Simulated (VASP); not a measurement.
An input for Quantum ESPRESSO's pw.x (written as the equivalent of a VASP run, and not itself run):

```
&CONTROL
  calculation = 'scf'
  pseudo_dir = './pseudo'
  outdir = './out'
  tprnfor = .true.
  tstress = .true.
/
&SYSTEM
  ibrav = 0
  nat = 2
  ntyp = 2
  ecutwfc = 86
  occupations = 'smearing'
  smearing = 'gaussian'
  degauss = 0.003675
  input_dft = 'pbe'
/
&ELECTRONS
  conv_thr = 7.3e-08
  electron_maxstep = 100
/
ATOMIC_SPECIES
  Ge 72.630 Ge.upf
  Se 78.971 Se.upf
CELL_PARAMETERS angstrom
     0.0000000    2.8276076    2.8276076
     2.8276076    0.0000000    2.8276076
     2.8276076    2.8276076    0.0000000
ATOMIC_POSITIONS crystal
  Ge   0.0000000  0.0000000  0.0000000
  Se   0.5000000  0.5000000  0.5000000
K_POINTS automatic
  6 6 6 0 0 0
```

### Question
Write the VASP files for the same calculation (PBE).

### Answer
This is not unique; one that fits is 
File KPOINTS:
```
Automatic mesh
0
Gamma
6 6 6
0 0 0
```

**INCAR**
```
ALGO  =  Normal
EDIFF  =  1E-6
ENCUT  =  400
GGA  =  PE
ISMEAR  =  0
LASPH  =  .True.
LCHARG  =  .False.
LMAXMIX  =  4
LREAL  =  .False.
LWAVE  =  .True.
NELM  =  100
PREC  =  Accurate
SIGMA  =  0.05
SYSTEM  =  GeSe
```

File POSCAR:
```
GeSe
1
    0.0000000000     2.8276075542     2.8276075542
    2.8276075542     0.0000000000     2.8276075542
    2.8276075542     2.8276075542     0.0000000000
Ge Se
1 1
Direct
  0.0000000000   0.0000000000   0.0000000000
  0.5000000000   0.5000000000   0.5000000000
```

POTCAR, in this order: Ge_d Se (PBE.64 set). Program: vasp_std.

The two are equivalent in intent, not identical: the potentials are each code's own (VASP's PAW set, PseudoDojo norm-conserving files in pw.x), so ENCUT and ecutwfc are chosen apart and not converted; conv_thr bounds pw.x's estimated SCF error, while EDIFF bounds the energy change between steps.

The structure comes from a computed database's GeSe entry (Fm-3m); how it stands against other phases isn't given here. It was relaxed first.
